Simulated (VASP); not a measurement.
Crystal: LiSb2P2.

```
CELL_PARAMETERS angstrom
-2.25307 2.25307 5.50575
2.25307 -2.25307 5.50575
2.25307 2.25307 -5.50575
ATOMIC_POSITIONS crystal
Li 0.00000 0.00000 0.00000
Sb 0.62015 0.62015 0.00000
Sb 0.37985 0.37985 0.00000
P 0.75000 0.25000 0.50000
P 0.25000 0.75000 0.50000
```

The cell was built by a generator and needn't be a form met in nature.

- Program: VASP 6.6.1
- Task: relaxation of cell and atoms
- Functional: PBE
- Potentials or basis: VASP PAW PBE potentials, release 64 (Li_sv, Sb, P)
- Cutoff: 600 eV
- k mesh: 8 × 8 × 8
- Occupations: gaussian, width 0.05 eV
- Spin: no spin polarisation

At the start: pressure 9.9 GPa; volume 22.36 Å³/atom.

Question: Where does the relaxation end?

Answer: Over 27 steps the energy falls by 398.4 meV/atom and the volume is 25.21 Å³/atom (+12.8 %); space group I4/mmm (No. 139, to 0.05 Å).

Step by step:
| step | energy change (eV) | largest force (eV/Å) | pressure (GPa) | volume (Å³) |
| --- | --- | --- | --- | --- |
| 1 | 0.0000 | 2.8828 | 9.93 | 111.80 |
| 2 | -1.0693 | 1.2931 | -0.84 | 135.69 |
| 3 | -1.0834 | 1.2242 | -1.86 | 139.96 |
| 4 | -1.2789 | 0.6922 | -0.21 | 136.80 |
| 5 | -1.3467 | 0.1490 | 1.63 | 133.89 |
| 6 | -1.4807 | 0.3021 | 0.18 | 138.62 |
| 7 | -1.5440 | 0.2487 | -4.23 | 152.46 |
| 8 | -1.5790 | 0.3139 | -2.11 | 145.82 |
| 9 | -1.6535 | 0.2810 | -2.38 | 145.20 |
| 10 | -1.7496 | 0.0752 | -2.81 | 143.78 |
| 11 | -1.7586 | 0.2007 | -2.89 | 143.28 |
| 12 | -1.8606 | 0.3718 | -1.15 | 135.90 |
| 13 | -1.8931 | 0.5294 | 0.65 | 129.70 |
| 14 | -1.9505 | 0.4338 | 0.78 | 126.68 |
| 15 | -1.9728 | 0.3097 | 0.96 | 124.32 |
| 16 | -1.9558 | 0.0917 | 1.66 | 119.45 |
| 17 | -1.9754 | 0.2386 | 1.13 | 123.07 |
| 18 | -1.9873 | 0.1398 | -0.35 | 126.41 |
| 19 | -1.9877 | 0.1553 | -0.14 | 125.90 |
| 20 | -1.9899 | 0.0984 | -0.08 | 125.80 |
| 21 | -1.9914 | 0.0048 | 0.00 | 125.65 |
| 22 | -1.9914 | 0.0112 | 0.00 | 125.64 |
| 23 | -1.9917 | 0.0066 | 0.07 | 125.63 |
| 24 | -1.9918 | 0.0047 | 0.10 | 125.63 |
| 25 | -1.9917 | 0.0012 | 0.15 | 125.62 |
| 26 | -1.9918 | 0.0040 | 0.11 | 125.63 |
| 27 | -1.9919 | 0.0016 | -0.03 | 126.07 |

Final structure:
```cif
data_structure
_symmetry_space_group_name_H-M 'P 1'
_symmetry_Int_Tables_number 1
_cell_length_a 5.9132
_cell_length_b 5.9132
_cell_length_c 5.9132
_cell_angle_alpha 127.552
_cell_angle_beta 127.552
_cell_angle_gamma 77.352
_cell_volume 126.07
loop_
_atom_site_label
_atom_site_type_symbol
_atom_site_fract_x
_atom_site_fract_y
_atom_site_fract_z
_atom_site_occupancy
Li1 Li 0.00000 0.00000 0.00000 1
Sb1 Sb 0.66818 0.66818 0.00000 1
Sb2 Sb 0.33182 0.33182 0.00000 1
P1 P 0.75000 0.25000 0.50000 1
P2 P 0.25000 0.75000 0.50000 1
```

Caveat: the cutoff is under 1.25 times the usual one of these potentials, so pressure, stress and relaxed cells hold a basis-set (Pulay) error.
